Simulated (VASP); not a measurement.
# TaSe2 (space group R3m): computed properties

These are PBEsol GGA, VASP's PBE PAW potentials (set 64) (plane waves; VASP 6.6.1) values and carry that method's errors.

| Quantity | Result |
|---|---|
| space group | R3m (160) |
| cell | a = 3.421 Å, b = 3.421 Å, c = 19.211 Å, α = 90.00°, β = 90.00°, γ = 120.00° |
| volume per atom | 21.63 Å³/atom |
| band gap (over mesh and band path) | none (metal, semimetal or under 0.01 eV) |
| cell moment | 0.00 μB |
| density | 8.67 g/cm³ |

```
CELL_PARAMETERS angstrom
      1.71038     0.98749     6.40350
     -1.71038     0.98749     6.40350
      0.00000    -1.97498     6.40350
ATOMIC_POSITIONS crystal
  Ta 0.00002 0.00002 0.00002
  Se 0.24653 0.24653 0.24653
  Se 0.42045 0.42045 0.42045
```

Without a dispersion term in the relaxation, distances and binding between the weakly bound layers, chains or molecules are unreliable, and so is what depends on them. Unless said otherwise, spin-orbit coupling is left out, though it shifts the bands of the heavy elements here.

The structure comes from a computed database's TaSe2 entry (R3m); how it stands against other phases isn't given here. It was relaxed first, which changed the volume by -8 %. Symmetry was kept, so distortions that lower it aren't found.
